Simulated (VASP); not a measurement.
Here is the system:

```
CELL_PARAMETERS angstrom
      0.00000     1.95628     1.95628
      1.95628     0.00000     1.95628
      1.95628     1.95628     0.00000
ATOMIC_POSITIONS crystal
  Li 0.00000 0.00000 0.00000
  H  0.50000 0.50000 0.50000
```

Method: r2SCAN meta-GGA, VASP's PBE PAW potentials (set 64) (plane waves; VASP). Settings: 520 eV cut-off, 11×11×11 Γ-centred mesh, Gaussian smearing of 0.050 eV, potentials Li_sv H.

Question: Give the stress tensor in GPa (positive for a compressed cell).

Answer: 
```
2.58  0.00  0.00
0.00  2.58  0.00
0.00  0.00  2.58
```
The pressure is its mean diagonal, 2.58 GPa.

The compound is LiH in the rock salt structure. This cell is one point of a volume scan, at 0.94 of the reference volume.
